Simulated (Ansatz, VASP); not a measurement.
## Se (Selenium) in two plane-wave programs

Wanted: the spread between two codes on one cell, functional and k mesh. Valence electrons are named where the data sets of a main pair hold unlike numbers.

Method: plane waves, with VASP 6.6.1 beside it; band structure at HSEsol, in Ansatz 0.2.0.

## 1. The structure

Symmetry: P3_121, No. 152, trigonal system. The conventional cell has a = 4.366 Å, b = 4.366 Å, c = 4.954 Å, α = 90.00°, β = 90.00°, γ = 120.00°. Se has 2 Se at 2.37 Å nearest.

As a file:

```xyz
3
Lattice="4.3662 0.0000 0.0000 -2.1831 3.7812 0.0000 0.0000 0.0000 4.9536" Properties=species:S:1:pos:R:3 pbc="T T T"
Se    0.9841    0.0000    1.6512
Se   -0.4921    0.8523    3.3024
Se    1.6910    2.9289    0.0000
```

## 2. VASP: band structure, HSEsol

The same path points are solved in both programs, so levels can be compared one by one.

Lines of VASP's logs that name or quote its potential files are left out, and so is its time.

The run reads the wave functions of an earlier VASP run, which isn't shown here.

File INCAR:

```
SYSTEM = Se
PREC = Accurate
ENCUT = 400
EDIFF = 1E-06
NELM = 100
ISMEAR = 0
SIGMA = 0.02
LREAL = .FALSE.
ALGO = Normal
LHFCALC = .TRUE.
AEXX = 0.25
GGA = PS
HFSCREEN = 0.2
LASPH = .TRUE.
NBANDS = 15
PRECFOCK = Fast
LORBIT = 11
LWAVE = .FALSE.
LCHARG = .FALSE.
KPAR = 4
```

File POSCAR:

```
Se
1.0
    4.3662000000      0.0000000000      0.0000000000
   -2.1831000000      3.7812401180      0.0000000000
    0.0000000000      0.0000000000      4.9536000000
Se
3
Direct
    0.2254000000      0.0000000000      0.3333333333
    0.0000000000      0.2254000000      0.6666666667
    0.7746000000      0.7746000000      0.0000000000
```

File KPOINTS:

```
Automatic mesh
0
Gamma
4 4 3
0 0 0
```

File KPOINTS_OPT:

```
Line mode
6
Line-mode
Reciprocal
  0.00000000   0.00000000   0.00000000 GAMMA
  0.50000000   0.00000000   0.00000000 M

  0.50000000   0.00000000   0.00000000 M
  0.33333333   0.33333333   0.00000000 K

  0.33333333   0.33333333   0.00000000 K
  0.00000000   0.00000000   0.00000000 GAMMA

  0.00000000   0.00000000   0.00000000 GAMMA
  0.00000000   0.00000000   0.50000000 A

  0.00000000   0.00000000   0.50000000 A
  0.50000000   0.00000000   0.50000000 L

  0.50000000   0.00000000   0.50000000 L
  0.33333333   0.33333333   0.50000000 H

  0.33333333   0.33333333   0.50000000 H
  0.00000000   0.00000000   0.50000000 A

  0.50000000   0.00000000   0.50000000 L
  0.50000000   0.00000000   0.00000000 M

  0.33333333   0.33333333   0.00000000 K
  0.33333333   0.33333333   0.50000000 H
```

Potentials, in the order of the species: Se (PBE family, release 64).

The run is started by

```
> mpirun -np 4 vasp_std
```

Numbers of over 12 decimals in the logs are rounded to 6 here.

The log of the run:

```text
[banner, memory and clock lines left out]
running    4 mpi-ranks, on    1 nodes
 distrk:  each k-point on    1 cores,    4 groups
 distr:  one band on    1 cores,    1 groups

 POSCAR found type information on POSCAR Se
 POSCAR found :  1 types and       3 ions
|                                                                             |
|               ----> ADVICE to this user running VASP <----                  |
|                                                                             |
|     You enforced a specific xc type in the INCAR file but a different       |
|     [... a line on the potential file left out ...]
|     I HOPE YOU KNOW WHAT YOU ARE DOING!                                     |
|                                                                             |

 LDA part: xc-table for (Slater+PW92), standard interpolation
 found WAVECAR, reading the header
 POSCAR, INCAR and KPOINTS ok, starting setup
 FFT: planning ... GRIDC
 FFT: planning ... GRID_SOFT
 FFT: planning ... GRID
 reading WAVECAR
 the WAVECAR file was read successfully
 initial charge from wavefunction
 entering main loop
       N       E                     dE             d eps       ncg     rms          rms(c)
DAV:   1    -0.139793431035E+02   -0.13979E+02   -0.61731E-01   270   0.608E+00    0.185E+00
DAV:   2    -0.139854099399E+02   -0.60668E-02   -0.27708E-02   312   0.102E+00    0.117E+00
DAV:   3    -0.139828502688E+02    0.25597E-02   -0.25911E-03   375   0.297E-01    0.663E-01
DAV:   4    -0.139821020852E+02    0.74818E-03   -0.90566E-04   354   0.181E-01    0.344E-01
DAV:   5    -0.139819021032E+02    0.19998E-03   -0.19434E-04   361   0.873E-02    0.182E-01
DAV:   6    -0.139818422978E+02    0.59805E-04   -0.42339E-05   368   0.421E-02    0.974E-02
DAV:   7    -0.139818241082E+02    0.18190E-04   -0.11740E-05   347   0.225E-02    0.519E-02
DAV:   8    -0.139818189238E+02    0.51843E-05   -0.35581E-06   361   0.125E-02    0.275E-02
DAV:   9    -0.139818175382E+02    0.13856E-05   -0.10151E-06   247   0.690E-03    0.148E-02
DAV:  10    -0.139818172551E+02    0.28317E-06   -0.39949E-07   233   0.465E-03
   1 F= -.13981817E+02 E0= -.13981817E+02  d E =-.785168E-22
 Start KPOINTS_OPT (optional k-point list driver)
k-point batch [1-9\54]
       N       E                     dE             ncg
DAV:   1     0.653560721746E+02   -0.25477E+04      270
DAV:   2    -0.707244518942E+03   -0.77260E+03      340
DAV:   3    -0.789677207357E+03   -0.82433E+02      319
DAV:   4    -0.790966564202E+03   -0.12894E+01      368
DAV:   5    -0.790976862838E+03   -0.10299E-01      340
DAV:   6    -0.790976943898E+03   -0.81060E-04      333
DAV:   7    -0.790976944894E+03   -0.99688E-06      271
[...]
k-point batch [46-54\54]
       N       E                     dE             ncg
DAV:   1     0.541931767253E+01   -0.44351E+04      270
DAV:   2    -0.727590851566E+03   -0.73301E+03      340
DAV:   3    -0.803398221345E+03   -0.75807E+02      312
DAV:   4    -0.804678372408E+03   -0.12802E+01      340
DAV:   5    -0.804689694519E+03   -0.11322E-01      361
DAV:   6    -0.804689777822E+03   -0.83303E-04      326
DAV:   7    -0.804689778636E+03   -0.81373E-06      261
```

OUTCAR, selected parts (step 2):

```text
ion  position               nearest neighbor table
   1  0.225  0.000  0.333-   3 2.37   2 2.37
   2  0.000  0.225  0.667-   3 2.37   1 2.37
   3  0.775  0.775  0.000-   2 2.37   1 2.37

  LATTYP: Found a hexagonal cell.
 ALAT       =     4.3662000000
 C/A-ratio  =     1.1345334616

 Subroutine GETGRP returns: Found  6 space group operations
 (whereof  2 operations were pure point group operations)

The static configuration has the point symmetry C_2 .
 The point group associated with its full space group is D_3 .

 Found      9 irreducible k-points:

   k-points           NKPTS =      9   k-points in BZ     NKDIM =     48   number of bands    NBANDS=     15

   dimension x,y,z NGX =    28 NGY =   28 NGZ =   32
   dimension x,y,z NGXF=    56 NGYF=   56 NGZF=   64

   ENCUT  =  400.0 eV  29.40 Ry    5.42 a.u.   7.12  7.12  8.08*2*pi/ulx,y,z

   NELECT =      18.0000    total number of electrons

 k-points in reciprocal lattice and weights: Automatic mesh
   0.00000000  0.00000000  0.00000000       0.021
   0.25000000  0.00000000  0.00000000       0.125
   0.50000000  0.00000000  0.00000000       0.062
   0.25000000  0.25000000  0.00000000       0.125
   0.00000000  0.00000000  0.33333333       0.042
   0.25000000  0.00000000  0.33333333       0.125
   0.00000000  0.25000000  0.33333333       0.125
   0.50000000  0.00000000  0.33333333       0.125
   0.25000000  0.25000000  0.33333333       0.250

  exchange ACFDT corr.  =         0.00000000  see jH, gK, PRB 81, 115126

 average (electrostatic) potential at core
       1 -52.5596       2 -52.5596       3 -52.5596

 E-fermi :   1.8578

 k-point     1 :       0.0000    0.0000    0.0000
  band No.  band energies     occupation
    ...
      5      -1.9994      2.00000
      6      -1.9849      2.00000
      7      -0.2892      2.00000
      8      -0.2892      2.00000
      9       1.4959      2.00000
     10       4.7961      0.00000
     11       4.7961      0.00000
     12       5.0827      0.00000
     13       8.9938      0.00000
     14       9.3207      0.00000
    ...

 k-point     2 :       0.2500    0.0000    0.0000
  band No.  band energies     occupation
    ...
      5      -2.6066      2.00000
      6      -1.8410      2.00000
      7      -0.2315      2.00000
      8       0.2520      2.00000
      9       1.1007      2.00000
     10       4.7417      0.00000
     11       4.8708      0.00000
     12       5.7346      0.00000
     13       8.7907      0.00000
     14       9.1162      0.00000
    ...

 k-point     3 :       0.5000    0.0000    0.0000
  band No.  band energies     occupation
    ...
      5      -2.9944      2.00000
      6      -1.7257      2.00000
      7      -1.1095      2.00000
      8       0.1189      2.00000
      9       0.8975      2.00000
     10       4.7678      0.00000
     11       5.2102      0.00000
     12       7.1567      0.00000
     13       8.0679      0.00000
     14      10.5997      0.00000
    ...

  energy-cutoff  :      400.00
  volume of cell :       81.78
      direct lattice vectors                 reciprocal lattice vectors
     4.366200000  0.000000000  0.000000000     0.229032110  0.132231751  0.000000000
    -2.183100000  3.781240118  0.000000000     0.000000000  0.264463501  0.000000000
     0.000000000  0.000000000  4.953600000     0.000000000  0.000000000  0.201873385

 POSITION                                       TOTAL-FORCE (eV/Angst)
 -----------------------------------------------------------------------------------
      0.98414      0.00000      1.65120        -0.249198      0.000000     -0.000000
     -0.49207      0.85229      3.30240         0.124599     -0.215812      0.000000
      1.69103      2.92895      0.00000         0.124599      0.215812      0.000000
 -----------------------------------------------------------------------------------
    total drift:                               -0.000001     -0.000002      0.000000

  FREE ENERGIE OF THE ION-ELECTRON SYSTEM (eV)
  ---------------------------------------------------
  free  energy   TOTEN  =       -13.9818172551 eV

  energy  without entropy=      -13.9818172551  energy(sigma->0) =      -13.98181726

 total charge
# of ion       s       p       d       tot
------------------------------------------
    1        1.525   2.202   0.059   3.786
    2        1.525   2.202   0.059   3.786
    3        1.525   2.202   0.059   3.786
--------------------------------------------------
tot          4.575   6.605   0.177  11.357

[... 3 further parts left out ...]
```

The k-mesh is coarse for exact exchange; levels may shift by about 0.1 eV on a finer one. Spin-orbit coupling is off here; it would split degenerate levels. The PAW data sets were made with PBE, which is usual practice but a small mismatch for other functionals.

(Part 1 of 2 ends here.)

[Lines on the potential files, build, host, timing and source positions are cut from VASP's logs without a mark.]

[Logs are printed without paths, hosts, clocks, repeated set-up lines and the standing remarks that a program may print on its own settings, such as how far it seeks lower states.]

[Hosts, paths, dates, database ids (printed as entryN), source tags and the programs' standing remarks are cut or masked in the printed files.]
